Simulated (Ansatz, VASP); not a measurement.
Cs3AsAu: VASP beside Ansatz

```
CELL_PARAMETERS angstrom
6.79265 0.00000 0.00000
0.00000 6.79265 0.00000
0.00000 0.00000 6.79265
ATOMIC_POSITIONS crystal
Cs 0.50000 0.00000 0.00000
Cs 0.00000 0.50000 0.00000
Cs 0.00000 0.00000 0.50000
As 0.00000 0.00000 0.00000
Au 0.50000 0.50000 0.50000
```

Alike in both runs: functional PBE; k mesh 4 × 4 × 4; occupations gaussian, width 0.1 eV; no spin polarisation.

Ansatz relaxed the structure, and its values are those at the end. VASP's run is a single point on that final structure, the one shown.

|  | VASP | Ansatz |
| --- | --- | --- |
| version | VASP 6.6.1 | Ansatz 0.2.0 |
| potentials or method | VASP PAW PBE potentials, release 64 (Cs_sv, As, Au) | scalar-relativistic, plane waves, PAW |
| plane-wave cutoff (eV) | 520 | 420 |
| valence electrons in the cell | 43 | 61 |

|  | VASP | Ansatz | Ansatz less VASP |
| --- | --- | --- | --- |
| gap on the k mesh at the Fermi level (eV) | none | none | - |
| pressure (GPa) | 0.3 | 0.3 | -0.03 |

A gap of «none» marks a metal or a gap that the smearing closes. The two sets of potentials don't hold the same shells in valence.

The runs have no spin-orbit coupling, so splittings on Au, Cs are missing.
